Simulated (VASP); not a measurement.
Data:

```xyz
2
Lattice="0.0000 2.7895 2.7895 2.7895 0.0000 2.7895 2.7895 2.7895 0.0000" Properties=species:S:1:pos:R:3 pbc="T T T"
Ag     0.0000     0.0000     0.0000
Cl     2.7895     2.7895     2.7895
```

Method: vdW-DF-cx, VASP's PBE PAW potentials (set 64) (plane waves; VASP 6.6.1). Settings: 520 eV cut-off, 8×8×8 Γ-centred mesh, Gaussian smearing of 0.050 eV, potentials Ag Cl.

Predict the energy per atom (σ→0), pressure, band gap (on the k-mesh) with the smallest direct gap where there is one.

| Quantity | Value |
|---|---|
| band gap (on the k-mesh) | 0.83 eV |
| smallest direct gap (on the k-mesh) | 3.06 eV |
| energy per atom (σ→0) | -0.383 eV/atom |
| pressure | -2.73 GPa |

The compound is AgCl in the rock salt structure. This cell is one point of a volume scan, at 1.06 of the reference volume.
